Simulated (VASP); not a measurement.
Consider the following.

```
CELL_PARAMETERS angstrom
      4.74962     0.00000     0.00000
      0.00000     4.74962     0.00000
      0.00000     0.00000     4.74962
ATOMIC_POSITIONS crystal
  Ag 0.75000 0.25000 0.75000
  Ag 0.25000 0.75000 0.75000
  Ag 0.75000 0.75000 0.25000
  Ag 0.25000 0.25000 0.25000
  O  0.00000 0.00000 0.00000
  O  0.50000 0.50000 0.50000
```

All values below come from PBE GGA with D3 dispersion (Becke-Johnson damping), VASP's PBE PAW potentials (set 64) (plane waves; VASP). Run with 520 eV cut-off, 7×7×7 Γ-centred mesh, tetrahedra with Blöchl corrections, potentials Ag O.

The cores are frozen, which limits the accuracy of field gradients.

### Question
Give the principal components of the electric field gradient (V/Å²) and the asymmetry η at each nucleus.

### Answer

```
atom   Vxx   Vyy     Vzz     η
----  ----  ----  ------  ----
Ag1   86.8  86.8  -173.6  0.00
Ag2   86.8  86.8  -173.6  0.00
Ag3   86.8  86.8  -173.6  0.00
Ag4   86.8  86.8  -173.6  0.00
O5     0.0   0.0     0.0     -
O6     0.0   0.0     0.0     -
```

The compound is Ag2O in the cuprite structure. It was relaxed first.
